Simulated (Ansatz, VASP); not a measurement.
# W: VASP beside Ansatz, part 2 of 2

One calculation is typed for both programs; each brings its own data sets. How far apart do they land? The structure shown is the end of the Ansatz relaxation below.

VASP 6.6.1 and Ansatz 0.2.0.

So far: Starting point; Ansatz: relaxation, PBEsol; VASP: single point, PBEsol, pair 1; Comparison; VASP: single point, PBEsol, pair 2.

### Step 6. VASP: single point, PBEsol, pair 2 (continued)

Level of this step: PBEsol; plane waves and PAW (W) (VASP).

Numbers of over 12 decimals in the logs are rounded to 6 here.

OUTCAR, selected parts (step 6):

```text
  Total       -0.5133541     -0.5133541     -2.8419323      0.0000000      0.0000000     -0.0000000
  in kB      -25.4129315    -25.4129315   -140.6861859      0.0000000      0.0000000     -0.0000000
  external PRESSURE =     -63.8373496 kB  Pullay stress =       0.0000000 kB

 POSITION                                       TOTAL-FORCE (eV/Angst)
 -----------------------------------------------------------------------------------
      0.00000      0.00000      0.00000        -0.000000     -0.000000      0.000000
      1.43718      1.43718      1.95867         0.000000      0.000000     -0.000000
 -----------------------------------------------------------------------------------
    total drift:                                0.000000      0.000000     -0.000000

  FREE ENERGIE OF THE ION-ELECTRON SYSTEM (eV)
  ---------------------------------------------------
  free  energy   TOTEN  =       -26.7878944299 eV

  energy  without entropy=      -26.7674109751  energy(sigma->0) =      -26.77765270

[... 1 part as in an earlier step ...]

[... 2 further parts left out ...]
[key lines of the parts left out:]
E-fermi :   6.9946
```

The run ends at a pressure of -6.38 GPa.

### Step 7. Side by side

What differs besides the data sets and the points named for the pairs above, as far as they apply: the data sets hold 28 valence electrons in Ansatz (on its PAW soft_1 files) and 12 in VASP. Total energies have different zeros and are not compared.

Compared:

```tsv
quantity	Ansatz	VASP	difference
pressure (GPa)	-3.80	-6.38	+2.58
```

### Step 8. Ansatz: relaxation, PBEsol

This run makes the geometry at which the two programs are then compared. The cell compared in this pair holds 32.56 Å³, against 32.36 Å³ for the pair before.

The structure compared here is the end of the Ansatz relaxation.

Contents of input.yaml:

```yaml
crystal:
  lattice:
    - [2.84770681, 0.0, 0.0]
    - [0.0, 2.84770681, 0.0]
    - [0.0, 0.0, 3.87736645]
  atoms:
    - { symbol: W, position: [0.0, 0.0, 0.0] }
    - { symbol: W, position: [0.5, 0.5, 0.5] }
kpoints:
  mp_grid: { grid: [15, 15, 11] }
scf:
  occupations: { method: fermi_dirac, width: 0.05 }
hamiltonian:
  xc: pbesol
  pseudopotentials: { kind: paw, azcp: { folder: soft_1 }, xc_functional: pbe }
basis:
  ecutwfc: 600
output:
  forces: true
  stress: true
relax:
  f_tol: 0.005
  max_steps: 70
  cell: { stress_tol: 0.02, p_target: 0, fix: [c, alpha, beta, gamma] }
```

On the command line:

```bash
$ ansatz run input.yaml --threads 4 --pin off --max-ram 10240MiB --backend cpu --events-out ev --progress --plain --runs-dir out
```

The log of the run:

```text
[...]
Crystal: 2 atoms, lattice volume = 31.443 Å³
Basis set: ecut = 600 eV, 1043 PW (Γ), exchange–correlation on 48×48×64 points (8 copies of the dense FFT grid, shifted against one another)
Bands: 18, of which v1, the nominal top of the filled ones, is band 14 counted from 1 (13 counted from 0)
Symmetry: 32 space group operations
[...]
k-points: 216 of 2475
[...]
-0.005217       0.000000       0.000000
        0.000000      -0.005217       0.000000
        0.000000       0.000000     -16.677374
  P = ⅓ Tr σ = -5.5626 GPa (-55.626 kbar)
--- Relaxed structure (4 steps of the walk, 3 accepted, 1 SCFs on fresh bases) ---
[...]
cell:  # Å, volume = 32.5645 Å³
    - [2.898036, 0, 0.0]
    - [0, 2.898036, 0.0]
    - [0.0, 0.0, 3.87736645]
  atoms:
    - { symbol: W, position: [0.0, 0.0, 0.0] }
    - { symbol: W, position: [0.5, 0.5, 0.5] }
[key lines of the parts left out:]
SCF converged after 7 iterations
Free energy (F): -20514.240470 eV
Fermi energy:    21.197382 eV
```

### Step 9. VASP: single point, PBEsol, pair 3

The same cell, functional, mesh and smearing now go to VASP, with its own data sets.

Contents of INCAR:

```
SYSTEM = W
PREC = Accurate
ENCUT = 600
EDIFF = 1E-06
NELM = 120
ISMEAR = -1
SIGMA = 0.05
LREAL = .FALSE.
ALGO = Normal
GGA = PS
NBANDS = 12
LASPH = .TRUE.
LORBIT = 11
LWAVE = .FALSE.
LCHARG = .FALSE.
ISIF = 2
GGA_COMPAT = .FALSE.
KPAR = 2
```

Contents of POSCAR:

```
W
1.0
    2.8980356438      0.0000000000      0.0000000000
    0.0000000000      2.8980356438      0.0000000000
    0.0000000000      0.0000000000      3.8773664500
W
2
Direct
    0.0000000000      0.0000000000      0.0000000000
    0.5000000000      0.5000000000      0.5000000000
```

Contents of KPOINTS:

```
Automatic mesh
0
Gamma
15 15 11
0 0 0
```

The projector-augmented-wave data sets are W (PBE family, release 64).

On the command line:

```bash
$ mpirun -np 2 vasp_std
```

The log of the run:

```text
[... set-up lines as in an earlier step ...]
 entering main loop
       N       E                     dE             d eps       ncg     rms          rms(c)
DAV:   1     0.357525979962E+02    0.35753E+02   -0.58762E+03  5184   0.987E+02
DAV:   2    -0.250647964816E+02   -0.60817E+02   -0.56744E+02  6168   0.238E+02
DAV:   3    -0.282108324541E+02   -0.31460E+01   -0.29785E+01  6656   0.428E+01
DAV:   4    -0.282684259969E+02   -0.57594E-01   -0.57352E-01  5572   0.573E+00
[...]
DAV:  10    -0.268144141331E+02   -0.85486E-05   -0.10969E-05  5772   0.272E-02    0.183E-02
DAV:  11    -0.268144112456E+02    0.28875E-05   -0.39804E-06  5404   0.122E-02    0.164E-03
DAV:  12    -0.268144112933E+02   -0.47687E-07   -0.28991E-08  2772   0.182E-03
   1 F= -.26814411E+02 E0= -.26805083E+02  d E =-.186567E-01
```

Parts of OUTCAR (step 9):

```text
  Total       -0.5276871     -0.5276871     -3.9390873      0.0000000      0.0000000      0.0000000
  in kB      -25.9622765    -25.9622765   -193.8036251      0.0000000      0.0000000      0.0000000
  external PRESSURE =     -81.9093927 kB  Pullay stress =       0.0000000 kB

 POSITION                                       TOTAL-FORCE (eV/Angst)
 -----------------------------------------------------------------------------------
      0.00000      0.00000      0.00000        -0.000000     -0.000000      0.000000
      1.44902      1.44902      1.93868         0.000000      0.000000      0.000000
 -----------------------------------------------------------------------------------
    total drift:                                0.000000      0.000000     -0.000000

  FREE ENERGIE OF THE ION-ELECTRON SYSTEM (eV)
  ---------------------------------------------------
  free  energy   TOTEN  =       -26.8144112933 eV

  energy  without entropy=      -26.7957545552  energy(sigma->0) =      -26.80508292

[... 1 part as in an earlier step ...]

[... 2 further parts left out ...]
[key lines of the parts left out:]
E-fermi :   6.9738
```

The run ends at a pressure of -8.19 GPa.

### Step 10. Comparison

What differs besides the data sets and the points named for the pairs above, as far as they apply: the data sets hold 28 valence electrons in Ansatz (on its PAW soft_1 files) and 12 in VASP. Total energies have different zeros and are not compared.

Both answers:

```tsv
quantity	Ansatz	VASP	difference
pressure (GPa)	-5.56	-8.19	+2.63
```

### Step 11. What came out

| Quantity | Value |
| --- | --- |
| difference in pressure (single point, PBEsol, pair 1) | 2.5 GPa |
| difference in pressure (single point, PBEsol, pair 2) | 2.6 GPa |
| difference in pressure (single point, PBEsol, pair 3) | 2.6 GPa |

The difference in pressure is 2.6 GPa (single point, PBEsol, pair 3), beyond the 1 GPa picked in this series as the mark of a large difference. The data sets hold unlike numbers of valence electrons (28 in Ansatz and 12 in VASP), so part of the differences comes from the potentials. What causes the difference of the single point, PBEsol, pair 1 pair stays open here. What causes the difference of the single point, PBEsol, pair 2 pair stays open here. What causes the difference of the single point, PBEsol, pair 3 pair stays open here. 4 further runs of this series are not shown here. How closely two codes agree says nothing of how well the functional describes the real material.

[Lines on the potential files, build, host, timing and source positions are cut from VASP's logs without a mark.]

[Logs are printed without paths, hosts, clocks, repeated set-up lines and the standing remarks that a program may print on its own settings, such as how far it seeks lower states.]

[Hosts, paths, dates, database ids (printed as entryN), source tags and the programs' standing remarks are cut or masked in the printed files.]
